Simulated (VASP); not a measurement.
OSZICAR of a VASP run on CdS (relaxed from the wurtzite structure, space group P6_3mc):

**OSZICAR**
```
       N       E                     dE             d eps       ncg     rms          rms(c)
DAV:   1     0.246521652842E+03    0.24652E+03   -0.17600E+04   924   0.147E+03
DAV:   2    -0.103488360564E+01   -0.24756E+03   -0.24230E+03  1044   0.357E+02
DAV:   3    -0.144789123637E+02   -0.13444E+02   -0.13400E+02  1122   0.841E+01
DAV:   4    -0.146253653596E+02   -0.14645E+00   -0.14641E+00  1080   0.875E+00
DAV:   5    -0.146279472027E+02   -0.25818E-02   -0.25817E-02  1128   0.112E+00    0.114E+01
DAV:   6    -0.136592389296E+02    0.96871E+00   -0.24187E+00  1222   0.177E+01    0.885E+00
DAV:   7    -0.136408740010E+02    0.18365E-01   -0.79835E-01  1092   0.536E+00    0.378E+00
DAV:   8    -0.136327602165E+02    0.81138E-02   -0.13294E-01  1102   0.399E+00    0.555E-01
DAV:   9    -0.136306973820E+02    0.20628E-02   -0.23826E-02  1162   0.207E+00    0.163E-01
DAV:  10    -0.136306200098E+02    0.77372E-04   -0.16517E-03  1092   0.475E-01    0.906E-02
DAV:  11    -0.136306419545E+02   -0.21945E-04   -0.11522E-04  1104   0.763E-02    0.887E-02
DAV:  12    -0.136306606794E+02   -0.18725E-04   -0.30285E-05  1080   0.272E-02    0.532E-02
DAV:  13    -0.136307121739E+02   -0.51494E-04   -0.55586E-05   978   0.425E-02    0.481E-02
DAV:  14    -0.136307098478E+02    0.23261E-05   -0.31583E-06   976   0.184E-02    0.342E-02
DAV:  15    -0.136307069527E+02    0.28951E-05   -0.14769E-05  1002   0.185E-02    0.247E-02
DAV:  16    -0.136307070744E+02   -0.12166E-06   -0.69487E-07   558   0.583E-03
   1 F= -.13630707E+02 E0= -.13630707E+02  d E =-.136307E+02
```

Question: Which electronic solver shows in the log?

Answer: It is blocked Davidson (ALGO = Normal, or the opening steps of other solvers). The INCAR had ALGO = Normal.

Question: Can the final energy be trusted as converged?

Answer: The run converged. It stopped with EDIFF = 1E-6, NELM = 100, NSW = 40 and EDIFFG = -0.02 after 1 ionic step (PBEsol GGA, plane waves, VASP's PBE PAW potentials (set 64)).

The structure was generated: CdS was put into the wurtzite type (P6_3mc), which need not be its known phase. It was relaxed first.
